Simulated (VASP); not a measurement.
Data:

```
KI
1.0
    0.00000     3.54767     3.54767
    3.54767     0.00000     3.54767
    3.54767     3.54767     0.00000
K I
1 1
Direct
  0.00000   0.00000   0.00000
  0.50000   0.50000   0.50000
```

These are optB88-vdW, VASP's PBE PAW potentials (set 64) (plane waves; VASP) values and carry that method's errors. Run with 520 eV cut-off, 7×7×7 Γ-centred mesh, Gaussian smearing of 0.050 eV, potentials K_sv I.

Unless said otherwise, spin-orbit coupling is left out, though it shifts the bands of the heavy elements here.

Task: What does the run give for the energy per atom (σ→0), band gap (on the k-mesh) with the smallest direct gap where there is one?

Result: 
```json
{
  "band gap (on the k-mesh)": "3.84 eV",
  "smallest direct gap (on the k-mesh)": "3.84 eV",
  "energy per atom (σ→0)": "-0.770 eV/atom"
}
```

The absolute energy has meaning only against runs of the same code, potentials and settings.

The compound is KI in the rock salt structure. This cell is one point of a volume scan, at 1.03 of the reference volume.
